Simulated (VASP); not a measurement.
# Mg2C3 (Cm) in VASP: notebook

The runs below take Mg2C3 through single point, with r2SCAN.

Everything below comes from runs of VASP 6.6.1. Logs are shortened: lines on timing, memory, paths and dates and some standing lists are left out, and cuts for length are marked.

## 1. The cell of the first run

The structure is monoclinic, space group Cm (No. 8). The conventional cell has a = 4.774 Å, b = 4.679 Å, c = 5.011 Å, α = 90.00°, β = 104.31°, γ = 90.00°. Mg (site symmetry m) is surrounded by 6 C at 2.24 to 2.42 Å. Mg (site symmetry m) is surrounded by 5 C at 2.22 to 2.42 Å. C (site symmetry m) is surrounded by 1 C at 1.32 Å. C (site symmetry m) has 1 C at 1.32 Å as nearest neighbours. Around C (site symmetry m) lie 2 C at 1.32 Å.

## 2. Single point, r2SCAN (all C atoms moved +0.087 Å, as atom 3 along Cartesian [1 0 0])

POSCAR reads:

```
Mg2C3
1.0
    2.3870223790     -2.3394118729     -0.0063441741
    2.3870223790      2.3394118729     -0.0063441741
   -1.2253611782      0.0000000000      4.8584158892
Mg C
2 3
Direct
    0.8082382625      0.8082382625      0.1984312469
    0.1917617375      0.1917617375      0.8015687531
    0.3225096426      0.3225096426      0.2615124485
    0.7141714936      0.7141714936      0.7385833487
    0.5183405681      0.5183405681      0.5000478986
```

INCAR.step1 reads:

```
SYSTEM = Mg2C3
PREC = Accurate ; ENCUT = 520
ISMEAR = 0 ; SIGMA = 0.05
LREAL = .FALSE. ; LASPH = .TRUE.
NELM = 100 ; NBANDS = 16
GGA = PE ; ALGO = Normal
EDIFF = 1E-4 ; LWAVE = .TRUE.
LCHARG = .FALSE.
```

INCAR.step2 reads:

```
SYSTEM = Mg2C3
PREC = Accurate ; ENCUT = 520
EDIFF = 1E-7 ; ISMEAR = 0
SIGMA = 0.05 ; LREAL = .FALSE.
LASPH = .TRUE. ; NELM = 100
ALGO = Normal ; ISIF = 2
LWAVE = .FALSE. ; LCHARG = .FALSE.
METAGGA = R2SCAN ; LMIXTAU = .TRUE.
NBANDS = 16 ; ISTART = 1
```

KPOINTS reads:

```
regular mesh
0
G
  8 8 6
  0 0 0
```

Potentials or basis: VASP PAW PBE potentials, release 64 (Mg, C).

The run is started by

```bash
$ cat potpaw_PBE.64/Mg/POTCAR potpaw_PBE.64/C/POTCAR > POTCAR
$ cp INCAR.step1 INCAR
$ mpirun -np 1 vasp_std > vasp.out
$ cp INCAR.step2 INCAR
$ mpirun -np 1 vasp_std > vasp.out
```

OUTCAR:

```text
SYSTEM = Mg2C3
   PREC = Accurate
   ENCUT = 520
   EDIFF = 1E-7
   ISMEAR = 0
   LREAL = .FALSE.
   LASPH = .TRUE.
   NELM = 100
   ISIF = 2
   METAGGA = R2SCAN
   ISTART = 1

 ion  position               nearest neighbor table
   1  0.808  0.808  0.198-   4 2.24   5 2.29   3 2.36   3 2.36   3 2.40   3 2.42   5 2.83   5 2.83
                             4 2.85   2 3.02   2 3.03   2 3.03   2 3.12   2 3.12
   2  0.192  0.192  0.802-   4 2.22   3 2.23   4 2.37   4 2.37   5 2.42   4 2.59   5 2.80   5 2.80
                             1 3.02   1 3.03   1 3.03   1 3.12   1 3.12
   3  0.323  0.323  0.262-   5 1.32   2 2.23   1 2.36   1 2.36   1 2.40   1 2.42
   4  0.714  0.714  0.739-   5 1.32   2 2.22   1 2.24   2 2.37   2 2.37   2 2.59   1 2.85
   5  0.518  0.518  0.500-   4 1.32   3 1.32   1 2.29   2 2.42   2 2.80   2 2.80   1 2.83   1 2.83

  LATTYP: Found a base centered monoclinic cell.
 ALAT       =     4.7740616194
 B/A-ratio  =     0.9800509752
 C/A-ratio  =     1.0495382641
 COS(beta)  =    -0.2471319189

  Lattice vectors:

 A1 = (   2.3870223790,  -2.3394118729,  -0.0063441741)
 A2 = (   2.3870223790,   2.3394118729,  -0.0063441741)
 A3 = (  -1.2253611782,   0.0000000000,   4.8584158892)

Analysis of symmetry for initial positions (statically):
=====================================================================
 Subroutine PRICEL returns:
 Original cell was already a primitive cell.

 Routine SETGRP: Setting up the symmetry group for a
 base centered monoclinic supercell.

 Subroutine GETGRP returns: Found  2 space group operations
 (whereof  2 operations were pure point group operations)
 out of a pool of  4 trial point group operations.

The static configuration has the point symmetry C_1h.

Analysis of symmetry for dynamics (positions and initial velocities):
=====================================================================
 Subroutine PRICEL returns:
 Original cell was already a primitive cell.

 Routine SETGRP: Setting up the symmetry group for a
 base centered monoclinic supercell.

 Subroutine GETGRP returns: Found  2 space group operations
 (whereof  2 operations were pure point group operations)
 out of a pool of  4 trial point group operations.

The dynamic configuration has the point symmetry C_1h.

 Subroutine INISYM returns: Found  2 space group operations
 (whereof  2 operations are pure point group operations),
 and found     1 'primitive' translations

----------------------------------------------------------------------------------------

                                     Primitive cell

  volume of cell :      54.2246

  direct lattice vectors                    reciprocal lattice vectors
     2.387022379 -2.339411873 -0.006344174     0.209606493 -0.213728932  0.052865721
     2.387022379  2.339411873 -0.006344174     0.209606493  0.213728932  0.052865721
    -1.225361178  0.000000000  4.858415889     0.000547413  0.000000000  0.205966472

  length of vectors
     3.342269289  3.342269289  5.010560345     0.303989675  0.303989675  0.205967199

  position of ions in fractional coordinates (direct lattice)
     0.808238262  0.808238262  0.198431247
     0.191761738  0.191761738  0.801568753
     0.322509643  0.322509643  0.261512448
     0.714171494  0.714171494  0.738583349
     0.518340568  0.518340568  0.500047899

  ion indices of the primitive-cell ions
   primitive index   ion index
                 1           1
                 2           2
                 3           3
                 4           4
                 5           5

----------------------------------------------------------------------------------------

 KPOINTS: regular mesh

Automatic generation of k-mesh.
 Grid dimensions read from file:
 generate k-points for:    8    8    6

 Generating k-lattice:

  Cartesian coordinates                     Fractional coordinates (reciprocal lattice)
     0.026200812 -0.026716116  0.006608215     0.125000000  0.000000000  0.000000000
     0.026200812  0.026716116  0.006608215     0.000000000  0.125000000  0.000000000
     0.000091236  0.000000000  0.034327745    -0.000000000 -0.000000000  0.166666667

  Length of vectors
     0.037998709  0.037998709  0.034327867

  Shift w.r.t. Gamma in fractional coordinates (k-lattice)
     0.000000000  0.000000000  0.000000000

 Subroutine IBZKPT returns following result:
 ===========================================

 Found    114 irreducible k-points:

 Following reciprocal coordinates:
            Coordinates               Weight
  0.000000  0.000000  0.000000      1.000000
  0.125000  0.000000 -0.000000      4.000000
  0.250000  0.000000 -0.000000      4.000000
  0.375000 -0.000000 -0.000000      4.000000
  0.500000  0.000000 -0.000000      2.000000
  0.125000  0.125000  0.000000      2.000000
[... 16 lines left out ...]
  0.125000  0.000000  0.166667      4.000000
  0.250000  0.000000  0.166667      4.000000
 [... further k-points ...]
   k-points           NKPTS =    114   k-points in BZ     NKDIM =    114   number of bands    NBANDS=     16
   number of dos      NEDOS =    301   number of ions     NIONS =      5
   total plane-waves  NPLWV =  31360
   dimension x,y,z NGX =    28 NGY =   28 NGZ =   40
   dimension x,y,z NGXF=    56 NGYF=   56 NGZF=   80
   ions per type =               2   3
   NGX,Y,Z   is equivalent  to a cutoff of  13.93, 13.93, 13.27 a.u.
   NGXF,Y,Z  is equivalent  to a cutoff of  27.85, 27.85, 26.54 a.u.
 SYSTEM =  Mg2C3
   PREC   = accura    normal or accurate (medium, high low for compatibility)
   ISTART =      1    job   : 0-new  1-cont  2-samecut
   ICHARG =      0    charge: 1-file 2-atom 10-const
   ISPIN  =      1    spin polarized calculation?
   LNONCOLLINEAR =      F non collinear calculations
   LSORBIT =      F    spin-orbit coupling
   LASPH  =      T    aspherical Exc in radial PAW
   ENCUT  =  520.0 eV  38.22 Ry    6.18 a.u.   6.21  6.21  9.32*2*pi/ulx,y,z
   NELM   =    100;   NELMIN=  2; NELMDL=  0     # of ELM steps
   EDIFF  = 0.1E-06   stopping-criterion for ELM
   LREAL  =      F    real-space projection
   EDIFFG = 0.1E-05   stopping-criterion for IOM
   NSW    =      0    number of steps for IOM
   IBRION =     -1    ionic relax: 0-MD 1-quasi-New 2-CG
   NFREE  =      0    steps in history (QN), initial steepest desc. (CG)
   ISIF   =      2    stress and relaxation
   ISYM   =      2    0-nonsym 1-usesym 2-fastsym
   POTIM  = 0.5000    time-step for ionic-motion
   TEBEG  =    0.0;   TEEND  =   0.0 temperature during run
   PSTRESS=    0.0 pullay stress
   NELECT =      16.0000    total number of electrons
   NUPDOWN=      -1.0000    fix difference up-down
   EMIN   =  10.00;   EMAX   =-10.00  energy-range for DOS
   EFERMI =   0.00;   METHOD = LEGACY
   ISMEAR =     0;   SIGMA  =   0.05  broadening in eV -4-tet -1-fermi 0-gaus
   EFERMI_NEDOS =   21; number of points for ismear=-14 and -15
   IALGO  =     38    algorithm
   IMIX   =      4    mixing-type and parameters
     AMIX     =   0.40;   BMIX     =  1.00
     AMIX_MAG =   1.60;   BMIX_MAG =  1.00
  volume/ion in A,a.u.               =      10.84        73.19
  Fermi-wavevector in a.u.,A,eV,Ry     =   1.089890  2.059593 16.161815  1.187860
  Thomas-Fermi vector in A             =   2.226103
   LORBIT       =      0    0 simple, 1 ext, 2 COOP (PROOUT), +10 PAW based schemes
   METAGGA = R2SCAN    functional components
   LHFCALC =     F    Hartree Fock is set to
   AEXX    =    0.0000 exact exchange contribution
   IVDW    =     0    specifies the selected vdW correction
   LEPSILON=     F    determine dielectric tensor
   LRPA    =     F    only Hartree local field effects (RPA)
 non-spin polarized calculation
 Gauss-broadening in eV      SIGMA  =   0.05
  energy-cutoff  :      520.00
  volume of cell :       54.22
 maximum number of plane-waves:      1477
 NGX is ok and might be reduce to    28
   NGX = 13   NGY = 13   NGZ = 19

 number of electron      15.9999999 magnetization

 Free energy of the ion-electron system (eV)
  ---------------------------------------------------
  ext. energy  EPLUGINS =         0.00000000
  ---------------------------------------------------
  free energy    TOTEN  =       -37.58393784 eV

  energy without entropy =      -37.58393784  energy(sigma->0) =      -37.58393784

 E-fermi :   4.9651     XC(G=0): -10.9538

 val. band max:        4.6880307261   @ k =   0.0000   0.0000   0.5000
 cond. band min:       6.5632803173   @ k =   0.5000   0.5000   0.0000
 fundamental gap:      1.8752495912
 Fermi energy:         4.9650889634

 k-point     1 :       0.0000    0.0000    0.0000
  band No.  band energies     occupation
      1     -12.4571      2.00000
      2      -8.2949      2.00000
      3      -3.2646      2.00000
      4       0.3009      2.00000
      5       1.0436      2.00000
      6       1.3657      2.00000
[... 8 lines left out ...]
     15      14.5329      0.00000
     16      15.9363      0.00000

 k-point     2 :       0.1250    0.0000   -0.0000
  band No.  band energies     occupation
      1     -12.3730      2.00000
      2      -8.2804      2.00000
      3      -3.1283      2.00000
      4      -0.0545      2.00000
      5       0.7701      2.00000
      6       1.2586      2.00000
[... 8 lines left out ...]
     15      14.2471      0.00000
     16      15.9252      0.00000

 k-point     3 :       0.2500    0.0000   -0.0000
  band No.  band energies     occupation
      1     -12.1550      2.00000
      2      -8.2577      2.00000
      3      -2.7877      2.00000
      4      -0.9662      2.00000
      5       0.5216      2.00000
      6       1.1448      2.00000
[... 8 lines left out ...]
     15      14.1668      0.00000
     16      15.9172      0.00000
[... 362 lines left out ...]
 k-point    23 :       0.1250    0.0000    0.1667
  band No.  band energies     occupation
      1     -12.3250      2.00000
      2      -8.4662      2.00000
      3      -2.6511      2.00000
      4      -0.2948      2.00000
      5       0.6009      2.00000
      6       0.9591      2.00000
[... 8 lines left out ...]
     15      14.2586      0.00000
     16      16.3246      0.00000

 k-point    24 :       0.2500    0.0000    0.1667
  band No.  band energies     occupation
      1     -12.1067      2.00000
      2      -8.4283      2.00000
      3      -2.1159      2.00000
      4      -1.3402      2.00000
      5       0.0449      2.00000
      6       0.9538      2.00000
[... 8 lines left out ...]
     15      14.8823      0.00000
     16      15.7475      0.00000

 [... further k-points ...]

------------------------ aborting loop because EDIFF is reached ----------------------------------------

  FORCE on cell =-STRESS in cart. coord.  units (eV):
  Direction    XX          YY          ZZ          XY          YZ          ZX
  --------------------------------------------------------------------------------------
  -------------------------------------------------------------------------------------
  Total        0.2027129     -0.2424784      0.0606301      0.0000000      0.0000000      0.1060970
  in kB        5.9895651     -7.1645182      1.7914397      0.0000000      0.0000000      3.1348508
  external PRESSURE =       0.2054955 kB  Pullay stress =       0.0000000 kB

 VOLUME and BASIS-vectors are now :
 -----------------------------------------------------------------------------
  energy-cutoff  :      520.00
  volume of cell :       54.22
      direct lattice vectors                 reciprocal lattice vectors
     2.387022379 -2.339411873 -0.006344174     0.209606493 -0.213728932  0.052865721
     2.387022379  2.339411873 -0.006344174     0.209606493  0.213728932  0.052865721
    -1.225361178  0.000000000  4.858415889     0.000547413  0.000000000  0.205966472

 POSITION                                       TOTAL-FORCE (eV/Angst)
 -----------------------------------------------------------------------------------
      3.61542      0.00000      0.95381         0.327855      0.000000     -0.075227
     -0.06673      0.00000      3.89192         0.370854      0.000000      0.003604
      1.21923      0.00000      1.26644        -0.167810      0.000000     -0.124390
      2.50446      0.00000      3.57928        -0.137046      0.000000      0.049419
      1.86184      0.00000      2.42286        -0.393853      0.000000      0.146594
 -----------------------------------------------------------------------------------
    total drift:                                0.001630      0.000000      0.000113

  FREE ENERGIE OF THE ION-ELECTRON SYSTEM (eV)
  ---------------------------------------------------
  free  energy   TOTEN  =       -37.5839378357 eV

  energy  without entropy=      -37.5839378357  energy(sigma->0) =      -37.58393784
```

Run time: 4.3 min. Hardware: 1 thread of AMD EPYC 9R14 (Zen 4), shared host; peak memory 0.21 GiB.

What came out:

| Item | Value |
| --- | --- |
| Free energy | -37.5839 eV |
| Pressure | 0.0 GPa |
| Largest force | 0.420 eV/Å |
| Band gap on the k mesh | 1.88 eV, indirect (least direct gap 2.65 eV) |

Forces in eV/Å, atoms in the order of the input:
```
Mg   0.328  0.000 -0.075
Mg   0.371  0.000  0.004
C   -0.168  0.000 -0.124
C   -0.137  0.000  0.049
C   -0.394  0.000  0.147
```

Levels at points of the mesh, in eV from the valence-band top:
| k point | band 4 | band 5 | band 6 | band 7 | band 8 | band 9 | band 10 | band 11 | band 12 | band 13 |
| --- | --- | --- | --- | --- | --- | --- | --- | --- | --- | --- |
| (0.00, 0.00, 0.00) | -4.39 | -3.64 | -3.32 | -1.53 | -0.76 | 3.80 | 3.92 | 4.56 | 8.08 | 8.20 |
| (0.50, 0.00, 0.00) | -5.69 | -5.07 | -3.51 | -3.32 | -0.20 | 3.37 | 4.85 | 6.85 | 7.23 | 8.56 |
| (0.50, 0.50, 0.00) | -6.20 | -5.83 | -4.09 | -2.65 | -1.37 | 1.88 | 2.47 | 3.47 | 6.11 | 10.25 |
| (0.00, 0.00, 0.50) | -4.82 | -4.16 | -3.84 | -0.94 | 0.00 | 3.41 | 3.78 | 4.46 | 6.30 | 8.00 |
| (0.50, 0.00, 0.50) | -6.84 | -4.39 | -3.48 | -1.51 | -0.28 | 2.36 | 4.26 | 6.32 | 7.13 | 7.79 |
| (0.50, 0.50, 0.50) | -6.25 | -5.62 | -4.27 | -3.16 | -2.11 | 2.21 | 3.82 | 5.80 | 7.24 | 8.26 |

Caveat: the PAW data sets were made with another functional, which shifts forces and pressure a little. A k mesh can miss the band edges.

## 3. Single point, r2SCAN (all C atoms moved -0.100 Å, as atom 3 along Cartesian [1 0 0])

POSCAR reads:

```
Mg2C3
1.0
    2.3870223790     -2.3394118729     -0.0063441741
    2.3870223790      2.3394118729     -0.0063441741
   -1.2253611782      0.0000000000      4.8584158892
Mg C
2 3
Direct
    0.8082382625      0.8082382625      0.1984312469
    0.1917617375      0.1917617375      0.8015687531
    0.2832084252      0.2832084252      0.2614098086
    0.6748702762      0.6748702762      0.7384807088
    0.4790393507      0.4790393507      0.4999452587
```

INCAR.step1 reads:

```
SYSTEM = Mg2C3
PREC = Accurate
ENCUT = 520
ISMEAR = 0
SIGMA = 0.05
LREAL = .FALSE.
LASPH = .TRUE.
NELM = 100
NBANDS = 16
GGA = PE
ALGO = Normal
EDIFF = 1E-4
LWAVE = .TRUE.
LCHARG = .FALSE.
```

INCAR.step2 reads:

```
SYSTEM = Mg2C3
PREC = Accurate
ENCUT = 520
EDIFF = 1E-6
ISMEAR = 0
SIGMA = 0.05
LREAL = .FALSE.
LASPH = .TRUE.
NELM = 100
ALGO = Normal
ISIF = 2
LWAVE = .FALSE.
LCHARG = .FALSE.
METAGGA = R2SCAN
LMIXTAU = .TRUE.
NBANDS = 16
ISTART = 1
```

KPOINTS reads:

```
Automatic mesh
0
G
  8 8 6
  0 0 0
```

Potentials or basis: VASP PAW PBE potentials, release 64 (Mg, C).

The run is started by

```bash
$ cat potpaw_PBE.64/Mg/POTCAR potpaw_PBE.64/C/POTCAR > POTCAR
$ cp INCAR.step1 INCAR
$ mpirun -np 1 vasp_std > vasp.out
$ cp INCAR.step2 INCAR
$ mpirun -np 1 vasp_std > vasp.out
```

Wall time 3.9 min (1 thread of AMD EPYC 9R14 (Zen 4), shared host); peak memory 0.21 GiB.

Results (log left out):

```
Free energy            : -37.5745 eV
Pressure               : 0.1 GPa
Largest force          : 0.482 eV/Å
Band gap on the k mesh : 1.88 eV, indirect (least direct gap 2.65 eV)
```

Forces in eV/Å, atoms in the order of the input:
```
Mg  -0.431  0.000 -0.008
Mg  -0.376  0.000  0.091
C    0.174  0.000 -0.040
C    0.182  0.000  0.126
C    0.451  0.000 -0.169
```

Stress tensor (GPa, compression positive):
```
 0.93  0.00  0.27
 0.00 -0.74  0.00
 0.27  0.00  0.20
```

Levels at points of the mesh, in eV from the valence-band top:
```tsv
k point	band 5	band 6	band 7	band 8	band 9	band 10	band 11	band 12
(0.00, 0.00, 0.00)	-3.64	-3.32	-1.53	-0.76	3.80	3.91	4.56	8.08
(0.50, 0.00, 0.00)	-5.07	-3.51	-3.32	-0.20	3.37	4.85	6.85	7.23
(0.50, 0.50, 0.00)	-5.83	-4.09	-2.64	-1.37	1.88	2.47	3.46	6.12
(0.00, 0.00, 0.50)	-4.16	-3.84	-0.94	0.00	3.41	3.78	4.46	6.30
(0.50, 0.00, 0.50)	-4.39	-3.48	-1.51	-0.28	2.36	4.26	6.32	7.13
(0.50, 0.50, 0.50)	-5.62	-4.27	-3.16	-2.11	2.21	3.82	5.80	7.23
```

Caveat: the PAW data sets were made with another functional, which shifts forces and pressure a little. A k mesh can miss the band edges.
